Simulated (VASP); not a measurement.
# LuNiC2 with PBEsol + U: from relaxation to properties, part 3 of 11

What structure does LuNiC2 take at this level, and what are its properties? Left out of this account: 1 further run (optics: it diverged and was aborted). The start is a computed cell from the Materials Project.

VASP 6.6.1, plane waves and PAW; the level of theory is named at each step.

Still holding for the runs below: The data set Lu_3 holds the 4f electrons frozen in the core, so no f bands or f moments appear. A U on the itinerant d states of such a compound is hard to justify; it moves the bands at the Fermi level.

So far. Step 2 (Magnetic order: ferromagnetic): The moments fall under 0.1 μB, and the mesh shows no gap. Step 3 (Magnetic order: antiferromagnetic, q = (0, 0, 1/2)): The energy lies -0.0 meV an atom from the first pattern, a difference of sampling, since both runs hold the same state. The moments fall under 0.1 μB, and the mesh shows no gap.

### 4. Magnetic order: antiferromagnetic, q = (1/2, 1/2, 1/2)

Level of this step: PBEsol, DFT+U (Ni d 4 eV), spin-polarised from an antiferromagnetic start, 4f electrons in the core; plane waves and PAW (Lu_3, Ni, C) (VASP).

Next, a pattern with opposite moments, which needs a doubled cell; q is given in the reciprocal vectors of the primitive cell.

Input file INCAR:

```
SYSTEM = LuNiC2
PREC = Accurate
ENCUT = 520
EDIFF = 1E-06
NELM = 100
ISMEAR = 0
SIGMA = 0.05
LREAL = .FALSE.
ALGO = Normal
GGA = PS
NBANDS = 39
ISPIN = 2
MAGMOM = 0 0 1 -1 0 0 0 0
LDAU = .TRUE.
LDAUTYPE = 2
LDAUL = -1 2 -1
LDAUU = 0 4 0
LDAUJ = 0 0 0
LDAUPRINT = 1
LASPH = .TRUE.
LMAXMIX = 4
LORBIT = 11
LWAVE = .FALSE.
LCHARG = .FALSE.
KPAR = 8
ISIF = 2
```

Input file POSCAR:

```
LuNiC2
1.0
    0.0000000000      4.4567296800      0.0000000000
   -3.4477031900     -2.2283648400     -2.9569991500
   -3.4477031900     -2.2283648400      2.9569991500
Lu Ni C
2 2 4
Direct
    0.0000000000      0.0017671300      0.9982328700
    0.5000000000      0.5017671300      0.4982328700
    0.7500000000      0.3610947700      0.1389052300
    0.2500000000      0.8610947700      0.6389052300
    0.9041406050      0.0510685450      0.4489314550
    0.4041406050      0.5510685450      0.9489314550
    0.5958593950      0.0510685450      0.4489314550
    0.0958593950      0.5510685450      0.9489314550
```

Input file KPOINTS:

```
Automatic mesh
0
Gamma
6 6 6
0 0 0
```

PAW data sets: Lu_3, Ni and C (PBE family, release 64).

The run is started by

```bash
> mpirun -np 8 vasp_std
```

Log:

```text
[banner, memory and clock lines left out]
running    8 mpi-ranks, on    1 nodes
 distrk:  each k-point on    1 cores,    8 groups
 distr:  one band on    1 cores,    1 groups

 POSCAR found type information on POSCAR LuNiC
 POSCAR found :  3 types and       8 ions
 [... a notice as in an earlier step ...]

 [... a notice as in an earlier step ...]

 LDA part: xc-table for (Slater+PW92), standard interpolation
 POSCAR, INCAR and KPOINTS ok, starting setup
 FFT: planning ... GRIDC
 FFT: planning ... GRID_SOFT
 FFT: planning ... GRID
 WAVECAR not read
 entering main loop
       N       E                     dE             d eps       ncg     rms          rms(c)
DAV:   1     0.366942586423E+03    0.36694E+03   -0.23296E+04 12578   0.168E+03
DAV:   2    -0.247286085309E+02   -0.39167E+03   -0.37120E+03 13376   0.677E+02
DAV:   3    -0.656078871869E+02   -0.40879E+02   -0.39820E+02 14217   0.183E+02
DAV:   4    -0.671031175595E+02   -0.14952E+01   -0.14810E+01 12844   0.237E+01
DAV:   5    -0.671458856875E+02   -0.42768E-01   -0.42622E-01 12199   0.511E+00    0.469E+01
DAV:   6    -0.752666547713E+02   -0.81208E+01   -0.11607E+02 12896   0.163E+02    0.484E+01
DAV:   7    -0.588442395318E+02    0.16422E+02   -0.48349E+01 11424   0.114E+02    0.190E+01
DAV:   8    -0.595766026517E+02   -0.73236E+00   -0.11772E+01 13888   0.374E+01    0.160E+01
DAV:   9    -0.592409658079E+02    0.33564E+00   -0.32470E+00 11054   0.281E+01    0.504E+00
DAV:  10    -0.592355033235E+02    0.54625E-02   -0.48374E-01 13704   0.916E+00    0.265E+00
DAV:  11    -0.592195678123E+02    0.15936E-01   -0.46536E-02 11138   0.278E+00    0.163E+00
DAV:  12    -0.592167403712E+02    0.28274E-02   -0.15205E-02 13464   0.113E+00    0.899E-01
DAV:  13    -0.592150029652E+02    0.17374E-02   -0.31099E-03 12338   0.766E-01    0.312E-01
DAV:  14    -0.592148578597E+02    0.14511E-03   -0.99638E-04 12408   0.302E-01    0.172E-01
DAV:  15    -0.592148227809E+02    0.35079E-04   -0.16652E-04 12994   0.130E-01    0.887E-02
DAV:  16    -0.592148096822E+02    0.13099E-04   -0.38681E-05 13054   0.795E-02    0.212E-02
DAV:  17    -0.592148104875E+02   -0.80528E-06   -0.79570E-06  9896   0.287E-02
   1 F= -.59214810E+02 E0= -.59213864E+02  d E =-.189318E-02  mag=    -0.0000
```

Run time: 50 s. Hardware: 8 MPI ranks of Intel Xeon 6975P-C (Granite Rapids), shared host; peak memory 3.5 GiB.

Parts of OUTCAR (step 4):

```text
  LATTYP: Found a body centered orthorhombic cell.
 ALAT       =     4.4567296800
 B/A-ratio  =     1.3269816041
 C/A-ratio  =     1.5471897277

The static configuration has the point symmetry C_2v.

 Found     46 irreducible k-points:

   k-points           NKPTS =     46   k-points in BZ     NKDIM =     46   number of bands    NBANDS=     39

   dimension x,y,z NGX =    36 NGY =   40 NGZ =   40
   dimension x,y,z NGXF=    72 NGYF=   80 NGZF=   80

   ENCUT  =  520.0 eV  38.22 Ry    6.18 a.u.   8.29  9.41  9.41*2*pi/ulx,y,z

   NELECT =      54.0000    total number of electrons

atom =   3  type =  2  l = 2

 onsite density matrix

spin component  1

  0.8787  0.0000 -0.0000 -0.0000 -0.0000
  0.0000  0.7588 -0.0000 -0.0000  0.0000
 -0.0000 -0.0000  0.8932  0.0000  0.0139
 -0.0000 -0.0000  0.0000  0.9304  0.0000
 -0.0000  0.0000  0.0139  0.0000  0.8893

spin component  2

  0.8789  0.0000 -0.0000 -0.0000 -0.0000
  0.0000  0.7590 -0.0000 -0.0000  0.0000
 -0.0000 -0.0000  0.8933  0.0000  0.0139
 -0.0000 -0.0000  0.0000  0.9305  0.0000
 -0.0000  0.0000  0.0139  0.0000  0.8894

 occupancies and eigenvectors

  o =  0.7588  v =  0.0000  1.0000 -0.0000 -0.0000 -0.0000  0.0000  0.0000  0.0000  0.0000  0.0000      0.0000  0.0000  0.0000  0.0000  0.0000  0.0000  0.0000  0.0000  0.0000  0.0000
  o =  0.7590  v =  0.0000  0.0000  0.0000  0.0000  0.0000  0.0000  1.0000  0.0000  0.0000  0.0000      0.0000  0.0000  0.0000  0.0000  0.0000  0.0000  0.0000  0.0000  0.0000  0.0000
  o =  0.8772  v =  0.0000 -0.0000 -0.6566  0.0000  0.7542  0.0000  0.0000  0.0000  0.0000  0.0000      0.0000  0.0000  0.0000  0.0000  0.0000  0.0000  0.0000  0.0000  0.0000  0.0000
  o =  0.8773  v =  0.0000  0.0000  0.0000  0.0000  0.0000  0.0000  0.0000 -0.6562 -0.0000  0.7546      0.0000  0.0000  0.0000  0.0000  0.0000  0.0000  0.0000  0.0000  0.0000  0.0000
  o =  0.8787  v =  1.0000  0.0000  0.0000  0.0000  0.0000  0.0000  0.0000  0.0000  0.0000  0.0000      0.0000  0.0000  0.0000  0.0000  0.0000  0.0000  0.0000  0.0000  0.0000  0.0000
  o =  0.8789  v =  0.0000  0.0000  0.0000  0.0000  0.0000  1.0000  0.0000  0.0000  0.0000  0.0000      0.0000  0.0000  0.0000  0.0000  0.0000  0.0000  0.0000  0.0000  0.0000  0.0000
  o =  0.9053  v =  0.0000 -0.0000 -0.7542 -0.0000 -0.6566  0.0000  0.0000  0.0000  0.0000  0.0000      0.0000  0.0000  0.0000  0.0000  0.0000  0.0000  0.0000  0.0000  0.0000  0.0000
  o =  0.9054  v =  0.0000  0.0000  0.0000  0.0000  0.0000  0.0000  0.0000 -0.7546 -0.0000 -0.6562      0.0000  0.0000  0.0000  0.0000  0.0000  0.0000  0.0000  0.0000  0.0000  0.0000
  o =  0.9304  v =  0.0000  0.0000 -0.0000  1.0000 -0.0000  0.0000  0.0000  0.0000  0.0000  0.0000      0.0000  0.0000  0.0000  0.0000  0.0000  0.0000  0.0000  0.0000  0.0000  0.0000
  o =  0.9305  v =  0.0000  0.0000  0.0000  0.0000  0.0000  0.0000 -0.0000 -0.0000  1.0000 -0.0000      0.0000  0.0000  0.0000  0.0000  0.0000  0.0000  0.0000  0.0000  0.0000  0.0000

atom =   4  type =  2  l = 2

 onsite density matrix

spin component  1

spin component  2

 occupancies and eigenvectors

  o =  0.7588  v =  0.0000  0.0000  0.0000  0.0000  0.0000  0.0000  1.0000  0.0000  0.0000  0.0000      0.0000  0.0000  0.0000  0.0000  0.0000  0.0000  0.0000  0.0000  0.0000  0.0000
  o =  0.7590  v =  0.0000  1.0000 -0.0000  0.0000 -0.0000  0.0000  0.0000  0.0000  0.0000  0.0000      0.0000  0.0000  0.0000  0.0000  0.0000  0.0000  0.0000  0.0000  0.0000  0.0000
  o =  0.8772  v =  0.0000  0.0000  0.0000  0.0000  0.0000  0.0000  0.0000 -0.6566 -0.0000  0.7542      0.0000  0.0000  0.0000  0.0000  0.0000  0.0000  0.0000  0.0000  0.0000  0.0000
  o =  0.8773  v =  0.0000  0.0000 -0.6562  0.0000  0.7546  0.0000  0.0000  0.0000  0.0000  0.0000      0.0000  0.0000  0.0000  0.0000  0.0000  0.0000  0.0000  0.0000  0.0000  0.0000
  o =  0.8787  v =  0.0000  0.0000  0.0000  0.0000  0.0000  1.0000  0.0000  0.0000  0.0000  0.0000      0.0000  0.0000  0.0000  0.0000  0.0000  0.0000  0.0000  0.0000  0.0000  0.0000
  o =  0.8789  v =  1.0000  0.0000  0.0000  0.0000  0.0000  0.0000  0.0000  0.0000  0.0000  0.0000      0.0000  0.0000  0.0000  0.0000  0.0000  0.0000  0.0000  0.0000  0.0000  0.0000
  o =  0.9053  v =  0.0000  0.0000  0.0000  0.0000  0.0000  0.0000 -0.0000  0.7542 -0.0000  0.6566      0.0000  0.0000  0.0000  0.0000  0.0000  0.0000  0.0000  0.0000  0.0000  0.0000
  o =  0.9054  v =  0.0000  0.0000  0.7546  0.0000  0.6562  0.0000  0.0000  0.0000  0.0000  0.0000      0.0000  0.0000  0.0000  0.0000  0.0000  0.0000  0.0000  0.0000  0.0000  0.0000
  o =  0.9304  v =  0.0000  0.0000  0.0000  0.0000  0.0000  0.0000  0.0000 -0.0000 -1.0000 -0.0000      0.0000  0.0000  0.0000  0.0000  0.0000  0.0000  0.0000  0.0000  0.0000  0.0000
  o =  0.9305  v =  0.0000  0.0000  0.0000 -1.0000  0.0000  0.0000  0.0000  0.0000  0.0000  0.0000      0.0000  0.0000  0.0000  0.0000  0.0000  0.0000  0.0000  0.0000  0.0000  0.0000

 E-fermi :   6.6901

 spin component 1
 k-point     1 :       0.0000    0.0000    0.0000
  band No.  band energies     occupation
    ...
     23       4.5140      1.00000
     24       4.5469      1.00000
     25       4.5822      1.00000
     26       5.0750      1.00000
     27       5.9638      1.00000
     28       7.0791      0.00000
     29       7.1475      0.00000
     30       8.3344      0.00000
     31       8.8749      0.00000
     32      10.6314      0.00000
    ...

 k-point     2 :       0.1667   -0.0000   -0.0000
  band No.  band energies     occupation
    ...
     23       3.8624      1.00000
     24       4.2606      1.00000
     25       4.6238      1.00000
     26       5.0516      1.00000
     27       6.3028      1.00000
     28       7.2521      0.00000
     29       7.7711      0.00000
     30       8.2116      0.00000
     31       8.4068      0.00000
     32      10.5374      0.00000
    ...

 k-point     3 :       0.3333   -0.0000   -0.0000
  band No.  band energies     occupation
    ...
     23       3.9624      1.00000
     24       4.1652      1.00000
     25       4.6000      1.00000
     26       5.0464      1.00000
     27       6.3862      1.00000
     28       7.1275      0.00000
     29       8.0494      0.00000
     30       8.7058      0.00000
     31       8.8706      0.00000
     32      10.0804      0.00000
    ...

 k-point     4 :       0.5000    0.0000    0.0000
  band No.  band energies     occupation
    ...
     24       4.3808      1.00000
     25       4.7803      1.00000
     26       4.7805      1.00000
     27       6.4078      1.00000
     28       6.4078      1.00000
     29       8.8296      0.00000
     30       8.8297      0.00000
     31       9.8780      0.00000
     32       9.8780      0.00000
     33      10.8817      0.00000
    ...

  Total       -3.0563071     -3.0767889     -4.3861741      0.0000000      0.0000000      0.0000000
  in kB      -53.8865295    -54.2476492    -77.3337527      0.0000000      0.0000000      0.0000000
  external PRESSURE =     -61.8226438 kB  Pullay stress =       0.0000000 kB

  energy-cutoff  :      520.00
  volume of cell :       90.87
      direct lattice vectors                 reciprocal lattice vectors
     0.000000000  4.456729680  0.000000000    -0.145024085  0.224379774  0.000000000
    -3.447703190 -2.228364840 -2.956999150    -0.145024085  0.000000000 -0.169090343
    -3.447703190 -2.228364840  2.956999150    -0.145024085  0.000000000  0.169090343

 POSITION                                       TOTAL-FORCE (eV/Angst)
 -----------------------------------------------------------------------------------
     -3.44770     -2.22836      2.94655         0.000000     -0.000000      0.026982
     -3.44770      0.00000     -0.01045         0.000000     -0.000000      0.026982
     -1.72385      2.22836     -0.65701         0.000000     -0.000000      0.117247
     -5.17155     -2.22836     -0.65701         0.000000     -0.000000      0.117247
     -1.72385      2.91533      1.17648         0.000000      0.178799     -0.072115
     -5.17155     -1.54140      1.17648         0.000000      0.178799     -0.072115
     -1.72385      1.54140      1.17648         0.000000     -0.178799     -0.072115
     -5.17155     -2.91533      1.17648         0.000000     -0.178799     -0.072115
 -----------------------------------------------------------------------------------
    total drift:                                0.000000     -0.000000     -0.000645

  FREE ENERGIE OF THE ION-ELECTRON SYSTEM (eV)
  ---------------------------------------------------
  free  energy   TOTEN  =       -59.2148104875 eV

  energy  without entropy=      -59.2129173058  energy(sigma->0) =      -59.21386390

 total charge
# of ion       s       p       d       tot
------------------------------------------
    1        0.355   6.684   1.122   8.161
    2        0.355   6.684   1.122   8.161
    3        0.530   0.749   8.661   9.940
    4        0.530   0.749   8.661   9.940
    5        0.862   1.595   0.000   2.457
    6        0.862   1.595   0.000   2.457
    7        0.862   1.595   0.000   2.457
    8        0.862   1.595   0.000   2.457
--------------------------------------------------
tot          5.217  21.245  19.568  46.030

 magnetization (x)
# of ion       s       p       d       tot
------------------------------------------
    1        0.000   0.000   0.000   0.000
    2        0.000   0.000   0.000   0.000
    3       -0.000  -0.000  -0.000  -0.000
    4        0.000   0.000   0.000   0.000
    5        0.000   0.000   0.000   0.000
    6       -0.000  -0.000   0.000  -0.000
    7        0.000   0.000   0.000   0.000
    8       -0.000  -0.000   0.000  -0.000
--------------------------------------------------
tot          0.000   0.000   0.000   0.000

[... 1 part as in an earlier step ...]

[... 6 further parts left out ...]
```

Numbers from this step:

| Item | Value |
| --- | --- |
| SCF cycles | 17 |
| irreducible k-points | 46 |
| symmetry operations | 4 |
| free energy (TOTEN) | -59.2148 eV |
| energy at zero smearing | -59.2139 eV |
| Fermi energy | 6.690 eV |
| pressure | -6.182 GPa |

Force by atom:

```
atom  x (eV/Å)  y (eV/Å)  z (eV/Å)   size
 Lu1     0.000     0.000     0.027  0.027
 Lu2     0.000     0.000     0.027  0.027
 Ni3     0.000     0.000     0.117  0.117
 Ni4     0.000     0.000     0.117  0.117
  C5     0.000     0.179    -0.072  0.193
  C6     0.000     0.179    -0.072  0.193
  C7     0.000    -0.179    -0.072  0.193
  C8     0.000    -0.179    -0.072  0.193
```

The energy lies +0.5 meV an atom from the first pattern, a difference of sampling, since both runs hold the same state. The moments fall under 0.1 μB, and the mesh shows no gap.

[end of part 3 of 11]

[Lines on the potential files, build, host, timing and source positions are cut from VASP's logs without a mark.]

[Logs are printed without paths, hosts, clocks, repeated set-up lines and the standing remarks that a program may print on its own settings, such as how far it seeks lower states.]

[Hosts, paths, dates, database ids (printed as entryN), source tags and the programs' standing remarks are cut or masked in the printed files.]

[A measured line is paired with the nearest computed mode of its activity, which favours agreement.]

[In band tables of VASP the shares of atoms and orbitals are scaled to a sum of 1 inside the atoms' spheres.]
